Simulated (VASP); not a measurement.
```xyz
2
Lattice="0.0000 2.7082 2.7082 2.7082 0.0000 2.7082 2.7082 2.7082 0.0000" Properties=species:S:1:pos:R:3 pbc="T T T"
Mg     2.7082     5.4164     2.7082
Se     2.7082     2.7082     2.7082
```

Computed with vdW-DF-cx, VASP's PBE PAW potentials (set 64) (plane waves; VASP 6.6.1). Settings: 520 eV cut-off, 8×8×8 Γ-centred mesh, Gaussian smearing of 0.050 eV, potentials Mg Se.

Q: Give the stress tensor in GPa (positive for a compressed cell).

A: 
```
2.00  0.00  0.00
0.00  2.00  0.00
0.00  0.00  2.00
```
The pressure is its mean diagonal, 2.00 GPa.

The compound is MgSe in the rock salt structure. This cell is one point of a volume scan, at 0.97 of the reference volume.
